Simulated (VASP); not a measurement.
Data:

```
CELL_PARAMETERS angstrom
      3.29104     0.00000     0.00000
     -1.64552     2.85012     0.00000
      0.00000     0.00000     4.12933
ATOMIC_POSITIONS crystal
  Al 0.33333 0.66667 0.25000
  Al 0.66667 0.33333 0.75000
  N  0.66667 0.33333 0.25000
  N  0.33333 0.66667 0.75000
```

Computed with r2SCAN meta-GGA, VASP's PBE PAW potentials (set 64) (plane waves; VASP). Numerical set-up: 520 eV cut-off, 9×9×6 Γ-centred mesh, tetrahedra with Blöchl corrections, potentials Al N.

Task: Estimate the energy per atom (σ→0), band gap (over mesh and band path) with the smallest direct gap where there is one.

Result: 
```json
{
 "band gap (over mesh and band path)": "4.09 eV",
 "smallest direct gap (over mesh and band path)": "4.09 eV",
 "energy per atom (σ→0)": "-9.503 eV/atom"
}
```

Only differences to runs with the same potentials and settings are physical.

The structure was generated: AlN was put into the layered h-BN type type (P6_3/mmc), which need not be its known phase. It was relaxed first, which changed the volume by -48 %.
